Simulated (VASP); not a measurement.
# AlMo2As3 (P6/mmm) in VASP: single point with PBE

Aim: the single point of AlMo2As3 with PBE.

All numbers are computed with VASP 6.6.1; they aren't measurements. Logs are shortened: lines on timing, memory, paths and dates and some standing lists are left out, and cuts for length are marked.

### Step 1. The cell of the first run

Symmetry: P6/mmm, No. 191, hexagonal system. The conventional cell has a = 5.420 Å, b = 5.420 Å, c = 4.235 Å, α = 90.00°, β = 90.00°, γ = 120.00°. Al (site symmetry 6/mmm) has 6 Mo at 3.13 Å and 12 As at 3.44 Å as nearest neighbours. Mo (site symmetry -6m2) has 6 As at 2.63 Å as nearest neighbours. As (site symmetry mmm) has 4 Mo at 2.63 Å and 4 As at 2.71 Å as nearest neighbours.

The cell was built by a generator and needn't be a form met in nature.

### Step 2. Single point, PBE, collinear spin, typed start (species swapped into the LuCo3B2 type (P6/mmm, No. 191))

The input, INCAR:

```
ALGO = Normal
EDIFF = 1E-7
ENCUT = 520
GGA = PE
ISIF = 2
ISMEAR = 0
ISPIN = 2
LASPH = True
LCHARG = False
LMAXMIX = 4
LORBIT = 11
LREAL = False
LWAVE = False
MAGMOM = 0 1 1 0 0 0
NBANDS = 36
NELM = 150
PREC = Accurate
SIGMA = 0.1
```

The input, KPOINTS:

```
k-points
0
Gamma
  6 6 4
```

The input, POSCAR:

```
AlMo2As3
1.0
    5.4195739188      0.0000000000      0.0000000000
   -2.7097869594      4.6934886914      0.0000000000
    0.0000000000      0.0000000000      4.2347649028
Al Mo As
1 2 3
Direct
    0.0000000000      0.0000000000      0.0000000000
    0.3333333333      0.6666666667      0.0000000000
    0.6666666667      0.3333333333      0.0000000000
    0.5000000000      0.0000000000      0.5000000000
    0.5000000000      0.5000000000      0.5000000000
    0.0000000000      0.5000000000      0.5000000000
```

Potentials or basis: VASP PAW PBE potentials, release 64 (Al, Mo_sv, As).

Started as:

```bash
> cat potpaw_PBE.64/Al/POTCAR potpaw_PBE.64/Mo_sv/POTCAR potpaw_PBE.64/As/POTCAR > POTCAR
> mpirun -np 1 vasp_std > vasp.out
```

OUTCAR:

```text
EDIFF = 1E-7
   ENCUT = 520
   GGA = PE
   ISIF = 2
   ISMEAR = 0
   ISPIN = 2
   LASPH = True
   LORBIT = 11
   LREAL = False
   NELM = 150
   PREC = Accurate

 ion  position               nearest neighbor table
   1  0.000  0.000  0.000-   2 3.13   3 3.13   3 3.13   2 3.13   3 3.13   2 3.13
   2  0.333  0.667  0.000-   6 2.63   6 2.63   4 2.63   4 2.63   5 2.63   5 2.63   1 3.13   3 3.13
                             3 3.13   1 3.13   1 3.13   3 3.13
   3  0.667  0.333  0.000-   6 2.63   6 2.63   4 2.63   4 2.63   5 2.63   5 2.63   2 3.13   1 3.13
                             2 3.13   1 3.13   1 3.13   2 3.13
   4  0.500  0.000  0.500-   2 2.63   3 2.63   2 2.63   3 2.63   5 2.71   6 2.71   5 2.71   6 2.71

   5  0.500  0.500  0.500-   2 2.63   3 2.63   2 2.63   3 2.63   6 2.71   6 2.71   4 2.71   4 2.71

   6  0.000  0.500  0.500-   2 2.63   3 2.63   2 2.63   3 2.63   5 2.71   5 2.71   4 2.71   4 2.71

  LATTYP: Found a hexagonal cell.
 ALAT       =     5.4195739188
 C/A-ratio  =     0.7813833645

  Lattice vectors:

 A1 = (   5.4195739188,   0.0000000000,   0.0000000000)
 A2 = (  -2.7097869594,   4.6934886914,   0.0000000000)
 A3 = (   0.0000000000,   0.0000000000,   4.2347649028)

Analysis of symmetry for initial positions (statically):
=====================================================================
 Subroutine PRICEL returns:
 Original cell was already a primitive cell.

 Routine SETGRP: Setting up the symmetry group for a
 hexagonal supercell.

 Subroutine GETGRP returns: Found 24 space group operations
 (whereof 24 operations were pure point group operations)
 out of a pool of 24 trial point group operations.

The static configuration has the point symmetry D_6h.

Analysis of symmetry for dynamics (positions and initial velocities):
=====================================================================
 Subroutine PRICEL returns:
 Original cell was already a primitive cell.

 Routine SETGRP: Setting up the symmetry group for a
 hexagonal supercell.

 Subroutine GETGRP returns: Found 24 space group operations
 (whereof 24 operations were pure point group operations)
 out of a pool of 24 trial point group operations.

The dynamic configuration has the point symmetry D_6h.

Analysis of structural, dynamic, and magnetic symmetry:
=====================================================================
 Subroutine PRICEL returns:
 Original cell was already a primitive cell.
[... 145 lines left out ...]
  energy-cutoff  :      520.00
  volume of cell :      107.72
 maximum number of plane-waves:      2920
   NGX = 21   NGY = 21   NGZ = 15

 number of electron      45.9999999 magnetization      -0.0029079

 number of electron      45.9999999 magnetization       0.0002419

 Free energy of the ion-electron system (eV)
  ---------------------------------------------------
  ext. energy  EPLUGINS =         0.00000000
  ---------------------------------------------------
  free energy    TOTEN  =       -37.24754874 eV

  energy without entropy =      -37.22923821  energy(sigma->0) =      -37.23839348

 E-fermi :   8.6371     XC(G=0): -11.2144

 val. band max:        8.6071890096   @ k =   0.3333  -0.0000   0.0000
 cond. band min:       8.6774124731   @ k =   0.3333   0.3333   0.0000
 fundamental gap:      0.0702234635
 Fermi energy:         8.6370658419

 spin component 1

 k-point     1 :       0.0000    0.0000    0.0000
  band No.  band energies     occupation
      1     -52.6044      1.00000
      2     -52.5711      1.00000
      3     -26.8467      1.00000
      4     -26.7857      1.00000
      5     -26.7813      1.00000
      6     -26.7813      1.00000
[... 787 lines left out ...]
     34      14.0885      0.00000
     35      14.4115      0.00000
 Fermi energy:         8.6370658419

 spin component 2

 k-point     1 :       0.0000    0.0000    0.0000
  band No.  band energies     occupation
      1     -52.6043      1.00000
      2     -52.5710      1.00000
      3     -26.8466      1.00000
      4     -26.7856      1.00000
      5     -26.7812      1.00000
      6     -26.7812      1.00000
[... 787 lines left out ...]
     34      14.0885      0.00000
     35      14.4116      0.00000
 [bands above 35 left out]

------------------------ aborting loop because EDIFF is reached ----------------------------------------

  FORCE on cell =-STRESS in cart. coord.  units (eV):
  Direction    XX          YY          ZZ          XY          YZ          ZX
  --------------------------------------------------------------------------------------
  -------------------------------------------------------------------------------------
  Total        0.1666822      0.1666822      0.2741193      0.0000000      0.0000000      0.0000000
  in kB        2.4791882      2.4791882      4.0771810      0.0000000      0.0000000      0.0000000
  external PRESSURE =       3.0118524 kB  Pullay stress =       0.0000000 kB

 VOLUME and BASIS-vectors are now :
 -----------------------------------------------------------------------------
  energy-cutoff  :      520.00
  volume of cell :      107.72
      direct lattice vectors                 reciprocal lattice vectors
     5.419573919  0.000000000  0.000000000     0.184516350  0.106530565  0.000000000
    -2.709786959  4.693488691  0.000000000     0.000000000  0.213061129  0.000000000
     0.000000000  0.000000000  4.234764903     0.000000000  0.000000000  0.236140618

 POSITION                                       TOTAL-FORCE (eV/Angst)
 -----------------------------------------------------------------------------------
      0.00000      0.00000      0.00000         0.000000      0.000000      0.000000
     -0.00000      3.12899      0.00000        -0.000000      0.000000      0.000000
      2.70979      1.56450      0.00000         0.000000     -0.000000     -0.000000
      2.70979      0.00000      2.11738         0.000000      0.000000      0.000000
      1.35489      2.34674      2.11738         0.000000      0.000000      0.000000
     -1.35489      2.34674      2.11738         0.000000      0.000000      0.000000
 -----------------------------------------------------------------------------------
    total drift:                                0.000000     -0.000000      0.000000

  FREE ENERGIE OF THE ION-ELECTRON SYSTEM (eV)
  ---------------------------------------------------
  free  energy   TOTEN  =       -37.2475487410 eV

  energy  without entropy=      -37.2292382143  energy(sigma->0) =      -37.23839348

 total charge

# of ion       s       p       d       tot
------------------------------------------
    1        0.474   0.230   0.000   0.704
    2        2.243   6.122   4.051  12.416
    3        2.243   6.122   4.051  12.416
    4        1.252   1.442   0.097   2.792
    5        1.252   1.442   0.097   2.792
    6        1.252   1.442   0.097   2.792
--------------------------------------------------
tot          8.716  16.800   8.395  33.911

 magnetization (x)

# of ion       s       p       d       tot
------------------------------------------
    1       -0.000  -0.000   0.000  -0.000
    2        0.000   0.000   0.000   0.000
    3        0.000   0.000   0.000   0.000
    4       -0.000  -0.000   0.000  -0.000
    5       -0.000  -0.000   0.000  -0.000
    6       -0.000  -0.000   0.000  -0.000
--------------------------------------------------
tot         -0.000  -0.000   0.000   0.000
```

OSZICAR:

```text
N       E                     dE             d eps       ncg     rms          rms(c)
DAV:   1     0.351104643455E+03    0.35110E+03   -0.24380E+04  3328   0.117E+03
DAV:   2    -0.230384222559E+02   -0.37414E+03   -0.35667E+03  3560   0.317E+02
DAV:   3    -0.380553745510E+02   -0.15017E+02   -0.14433E+02  3680   0.563E+01
DAV:   4    -0.382884548227E+02   -0.23308E+00   -0.23064E+00  3508   0.665E+00
DAV:   5    -0.382911297121E+02   -0.26749E-02   -0.26737E-02  3544   0.760E-01    0.205E+01
DAV:   6    -0.376258304034E+02    0.66530E+00   -0.47565E+00  3244   0.119E+01    0.699E+00
DAV:   7    -0.373595327263E+02    0.26630E+00   -0.13473E+00  3164   0.603E+00    0.553E+00
DAV:   8    -0.372480989615E+02    0.11143E+00   -0.25442E-01  3320   0.289E+00    0.108E+00
DAV:   9    -0.372477760944E+02    0.32287E-03   -0.23092E-02  3580   0.656E-01    0.315E-01
DAV:  10    -0.372475178989E+02    0.25820E-03   -0.13472E-03  3356   0.231E-01    0.158E-01
DAV:  11    -0.372475400950E+02   -0.22196E-04   -0.24847E-04  3500   0.987E-02    0.359E-02
DAV:  12    -0.372475467658E+02   -0.66709E-05   -0.32781E-05  3260   0.300E-02    0.194E-02
DAV:  13    -0.372475486768E+02   -0.19110E-05   -0.42068E-06  3400   0.109E-02    0.106E-02
DAV:  14    -0.372475487410E+02   -0.64198E-07   -0.66173E-07  3240   0.476E-03
   1 F= -.37247549E+02 E0= -.37238393E+02  d E =-.183105E-01  mag=     0.0000
```

stdout:

```text
POSCAR found type information on POSCAR AlMoAs
 POSCAR found :  3 types and       6 ions
 scaLAPACK will be used
 LDA part: xc-table for (Slater+PW92), standard interpolation
 POSCAR, INCAR and KPOINTS ok, starting setup
 FFT: planning ... GRIDC
 FFT: planning ... GRID_SOFT
 FFT: planning ... GRID
 WAVECAR not read
 entering main loop
```

It took 1.9 min on 1 thread of AMD EPYC 7R13 (Zen 3), shared host; peak memory 0.3 GiB.

What came out:

- Free energy: -37.2475 eV
- Pressure: 0.3 GPa
- Band gap on the k mesh: none (metal or under the smearing width)
- Net moment: 0.00 μB per cell
- Valence electrons inside the program's atomic spheres: Al 0.70; Mo 12.42; As 2.79

Levels at points of the mesh, in eV from the Fermi level:
Spin up:
| k point | band 20 | band 21 | band 22 | band 23 | band 24 | band 25 | band 26 | band 27 |
| --- | --- | --- | --- | --- | --- | --- | --- | --- |
| (0.00, 0.00, 0.00) | -1.03 | -0.87 | -0.87 | -0.64 | -0.64 | -0.57 | 2.19 | 2.27 |
| (0.50, 0.00, 0.00) | -2.07 | -0.96 | -0.58 | 0.50 | 0.53 | 0.62 | 0.69 | 0.78 |
| (0.00, 0.00, 0.50) | -2.75 | -1.28 | -0.49 | 0.18 | 0.56 | 0.56 | 0.94 | 0.94 |
| (0.50, 0.00, 0.50) | -2.19 | -1.98 | -1.58 | -1.42 | -0.05 | 0.62 | 0.88 | 1.52 |
Spin down:
| k point | band 20 | band 21 | band 22 | band 23 | band 24 | band 25 | band 26 | band 27 |
| --- | --- | --- | --- | --- | --- | --- | --- | --- |
| (0.00, 0.00, 0.00) | -1.03 | -0.87 | -0.87 | -0.64 | -0.64 | -0.57 | 2.19 | 2.27 |
| (0.50, 0.00, 0.00) | -2.07 | -0.96 | -0.58 | 0.50 | 0.53 | 0.62 | 0.69 | 0.78 |
| (0.00, 0.00, 0.50) | -2.75 | -1.28 | -0.49 | 0.18 | 0.56 | 0.56 | 0.94 | 0.94 |
| (0.50, 0.00, 0.50) | -2.19 | -1.98 | -1.58 | -1.42 | -0.05 | 0.62 | 0.88 | 1.52 |

Caveat: the k mesh is coarse (spacing up to 0.37 Å⁻¹), so the values aren't converged.
